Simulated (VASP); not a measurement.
Input:

```xyz
3
Lattice="2.1107 -3.6559 0.0000 2.1107 3.6559 0.0000 0.0000 0.0000 5.0684" Properties=species:S:1:pos:R:3 pbc="T T T"
Se     0.4948     0.8570     3.3790
Se     3.2318     0.0000     0.0000
Se     0.4948    -0.8570     1.6895
```

Method: AM05 GGA, VASP's PBE PAW potentials (set 64) (plane waves; VASP). Run with 520 eV cut-off, Gaussian smearing of 0.050 eV, potentials Se.

Without a dispersion term in the relaxation, distances and binding between the weakly bound layers, chains or molecules are unreliable, and so is what depends on them.

Question: What does the run give for the band gap (along the path) with the smallest direct gap where there is one?

Answer: 
The band gap (along the path) is 0.68 eV. The smallest direct gap (along the path) is 0.80 eV.

Only differences to runs with the same potentials and settings are physical.

The compound is Se in the trig structure. It was relaxed first.
